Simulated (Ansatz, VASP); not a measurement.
# Ta2SNO (Ta2NOS MXene monolayer): VASP beside Ansatz, part 2 of 2

Aim: how closely do two programs agree when they are given the same cell, functional and k mesh? The cell is taken from a series of runs on this material, whose earlier steps may have relaxed, scaled, displaced or heated it; both programs get it as it stands.

VASP 6.6.1 and Ansatz 0.2.0.

So far: The starting structure; Ansatz: single point, LDA; VASP: single point, LDA.

## (3) VASP: single point, LDA (continued)

Level of this step: LDA; plane waves and PAW (S, Ta_pv, N, O) (VASP).

Numbers of over 12 decimals in the logs are rounded to 6 here.

OUTCAR, selected parts (step 3):

```text
ion  position               nearest neighbor table
   1  0.333  0.667  0.392-   2 2.43   2 2.43   2 2.43
   2  0.667  0.333  0.462-   4 2.19   4 2.19   4 2.19   1 2.43   1 2.43   1 2.43   3 2.95   3 2.95
                             3 2.95
   3  0.333  0.667  0.563-   5 2.09   5 2.09   5 2.09   4 2.13   4 2.13   4 2.13   2 2.95   2 2.95
                             2 2.95
   4  0.000  0.000  0.515-   3 2.13   3 2.13   3 2.13   2 2.19   2 2.19   2 2.19
   5  0.667  0.333  0.608-   3 2.09   3 2.09   3 2.09

  LATTYP: Found a hexagonal cell.
 ALAT       =     3.1553117767
 C/A-ratio  =     7.2764374510

 Subroutine GETGRP returns: Found  6 space group operations
 (whereof  6 operations were pure point group operations)

The static configuration has the point symmetry C_3v.

 Found     37 irreducible k-points:

   k-points           NKPTS =     37   k-points in BZ     NKDIM =     37   number of bands    NBANDS=     25

   dimension x,y,z NGX =    24 NGY =   24 NGZ =  180
   dimension x,y,z NGXF=    48 NGYF=   48 NGZF=  360

   ENCUT  =  520.0 eV  38.22 Ry    6.18 a.u.   5.87  5.87 42.69*2*pi/ulx,y,z

   NELECT =      39.0000    total number of electrons

 k-points in reciprocal lattice and weights: Automatic mesh
   0.00000000  0.00000000  0.00000000       0.003
   0.05555556  0.00000000  0.00000000       0.019
   0.11111111  0.00000000  0.00000000       0.019
   0.16666667 -0.00000000  0.00000000       0.019
   0.22222222 -0.00000000  0.00000000       0.019
   0.27777778  0.00000000  0.00000000       0.019
   0.33333333  0.00000000  0.00000000       0.019
   0.38888889  0.00000000  0.00000000       0.019
   0.44444444 -0.00000000  0.00000000       0.019
[...]
0.33333333  0.27777778  0.00000000       0.037
   0.33333333  0.33333333  0.00000000       0.006

 dipolmoment           0.000000      0.000000      0.000165 electrons x Angstroem

 average (electrostatic) potential at core
       1 -93.4288       2 -45.2435       3 -46.1306       4 -71.7425       5 -78.8757

 E-fermi :  -1.2939

 k-point     1 :       0.0000    0.0000    0.0000
  band No.  band energies     occupation
    ...
     17      -2.9200      2.00000
     18      -2.9200      2.00000
     19      -2.4706      2.00000
     20      -2.4706      2.00000
     21      -1.9440      2.00000
     22      -0.2200      0.00000
     23       0.1538      0.00000
     24       0.1538      0.00000
     25       1.9143      0.00000

 k-point     2 :       0.0556    0.0000    0.0000
  band No.  band energies     occupation
    ...
     17      -3.2651      2.00000
     18      -3.1204      2.00000
     19      -2.4029      2.00000
     20      -2.2122      2.00000
     21      -1.8119      1.99994
     22      -0.2264      0.00000
     23       0.1888      0.00000
     24       0.2681      0.00000
     25       1.7831      0.00000

 k-point     3 :       0.1111    0.0000    0.0000
  band No.  band energies     occupation
    ...
     17      -3.6697      2.00000
     18      -3.3520      2.00000
     19      -2.6206      2.00000
     20      -1.8281      1.99995
     21      -1.4824      1.95491
     22      -0.1573      0.00000
     23       0.3310      0.00000
     24       0.4833      0.00000
     25       1.6209      0.00000

  Total        0.3876305      0.3876305      0.3191867     -0.0000000      0.0000000     -0.0000000
  in kB        3.1372729      3.1372729      2.5833251     -0.0000000      0.0000000     -0.0000000
  external PRESSURE =       2.9526236 kB  Pullay stress =       0.0000000 kB

  energy-cutoff  :      520.00
  volume of cell :      197.96
      direct lattice vectors                 reciprocal lattice vectors
     3.155311777  0.000000000  0.000000000     0.316925892  0.182977249  0.000000000
    -1.577655888  2.732580155  0.000000000     0.000000000  0.365954498  0.000000000
     0.000000000  0.000000000 22.959428782     0.000000000  0.000000000  0.043555091

 POSITION                                       TOTAL-FORCE (eV/Angst)
 -----------------------------------------------------------------------------------
     -0.00000      1.82172      9.00000        -0.000000      0.000000     -0.024529
      1.57766      0.91086     10.61222        -0.000000      0.000000     -0.079494
     -0.00000      1.82172     12.93416        -0.000000      0.000000      0.053115
      0.00000      0.00000     11.83108        -0.000000      0.000000     -0.018998
      1.57766      0.91086     13.95943         0.000000     -0.000000      0.069905
 -----------------------------------------------------------------------------------
    total drift:                                0.000001     -0.000000      0.000334

  FREE ENERGIE OF THE ION-ELECTRON SYSTEM (eV)
  ---------------------------------------------------
  free  energy   TOTEN  =       -52.8246157346 eV

  energy  without entropy=      -52.8166661880  energy(sigma->0) =      -52.82064096

 vacuum level on the upper side and lower side of the slab         4.041         4.038

 total charge
# of ion       s       p       d       tot
------------------------------------------
    1        1.357   2.400   0.000   3.757
    2        0.300   6.241   2.505   9.046
    3        0.299   6.267   2.374   8.939
    4        1.230   2.531   0.000   3.761
    5        1.553   3.462   0.000   5.015
--------------------------------------------------
tot          4.739  20.901   4.879  30.519

[... 3 further parts left out ...]
```

This run has no spin polarisation. Its electron count is odd, so without a moment it is a metal by construction.

## (4) Comparison

Known differences besides the potentials themselves: the data sets hold 43 valence electrons in Ansatz (on its default PAW (the set named soft_2) files) and 39 in VASP; the cutoff is 420 eV in Ansatz and 520 eV in VASP; VASP's log shows a relativistic correction to its local exchange, Ansatz's none. Total energies have different zeros and are not compared.

The two programs side by side:

```tsv
quantity	Ansatz	VASP	difference
work function, lower of the two faces (eV)	5.29	5.33	-0.04
work function, higher of the two faces (eV)	5.34	5.33	0.00
```

With vacuum in the cell, a pressure given here is an average over mostly empty space and none of the material.

## (5) Summary of results

| Quantity | Value |
| --- | --- |
| difference in work function, lower of the two faces (single point, LDA) | -0.043 eV |

**Reading.** The difference in work function, lower of the two faces is -0.043 eV (single point, LDA). The data sets hold unlike numbers of valence electrons (43 in Ansatz and 39 in VASP), so part of the differences comes from the potentials. Such differences can come from data sets, numerical settings and the points named under the comparisons, not from the functional's error against experiment.

[Lines on the potential files, build, host, timing and source positions are cut from VASP's logs without a mark.]

[Logs are printed without paths, hosts, clocks, repeated set-up lines and the standing remarks that a program may print on its own settings, such as how far it seeks lower states.]

[Hosts, paths, dates, database ids (printed as entryN), source tags and the programs' standing remarks are cut or masked in the printed files.]
